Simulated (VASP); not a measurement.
OSZICAR of a VASP run on AuZn (CsCl type):

**OSZICAR**
```
       N       E                     dE             d eps       ncg     rms          rms(c)
DAV:   1     0.713064806509E+02    0.71306E+02   -0.12109E+04  2528   0.203E+03
DAV:   2    -0.605693702917E+02   -0.13188E+03   -0.12796E+03  2625   0.358E+02
DAV:   3    -0.649682161146E+02   -0.43988E+01   -0.43847E+01  2989   0.752E+01
DAV:   4    -0.649973942111E+02   -0.29178E-01   -0.29193E-01  2940   0.533E+00
DAV:   5    -0.649977769837E+02   -0.38277E-03   -0.38299E-03  3101   0.620E-01    0.936E+00
DAV:   6    -0.593638136507E+02    0.56340E+01   -0.56851E+00  2569   0.308E+01    0.689E+00
DAV:   7    -0.593391662626E+02    0.24647E-01   -0.31712E-01  2849   0.808E+00    0.370E+00
DAV:   8    -0.593491105090E+02   -0.99442E-02   -0.24088E-01  2800   0.639E+00    0.954E-01
DAV:   9    -0.593941486104E+02   -0.45038E-01   -0.37339E-02  2709   0.329E+00    0.242E-01
DAV:  10    -0.593955336589E+02   -0.13850E-02   -0.59382E-03  2877   0.862E-01    0.712E-02
DAV:  11    -0.593956211797E+02   -0.87521E-04   -0.24401E-03  2765   0.571E-01    0.523E-02
DAV:  12    -0.593958854103E+02   -0.26423E-03   -0.20431E-04  2674   0.164E-01    0.280E-02
DAV:  13    -0.593958759487E+02    0.94616E-05   -0.34860E-05  2961   0.873E-02    0.108E-02
DAV:  14    -0.593958973282E+02   -0.21380E-04   -0.25639E-05  2751   0.767E-02    0.383E-03
DAV:  15    -0.593958955946E+02    0.17336E-05   -0.19072E-06  2758   0.227E-02    0.179E-03
DAV:  16    -0.593958954235E+02    0.17105E-06   -0.19095E-07  2032   0.658E-03    0.966E-04
DAV:  17    -0.593958941857E+02    0.12378E-05   -0.24393E-07  2251   0.627E-03    0.532E-04
DAV:  18    -0.593958940608E+02    0.12484E-06   -0.33788E-08  1323   0.259E-03    0.238E-04
DAV:  19    -0.593958941381E+02   -0.77271E-07   -0.11676E-08  1344   0.112E-03
   1 F= -.59395894E+02 E0= -.59395894E+02  d E =0.000000E+00
       N       E                     dE             ncg
```

Q: Which electronic solver shows in the log?

A: It is blocked Davidson (ALGO = Normal, or the opening steps of other solvers). The INCAR had ALGO = Normal.

Q: Can the final energy be trusted as converged?

A: The calculation finished and met its thresholds. It stopped with EDIFF = 1E-7, NELM = 100 (r2SCAN+rVV10, plane waves, VASP's PBE PAW potentials (set 64)).

The compound is AuZn in the CsCl type structure. It was relaxed first. The electron count is odd and the run is not spin-polarised, which forces a metal.
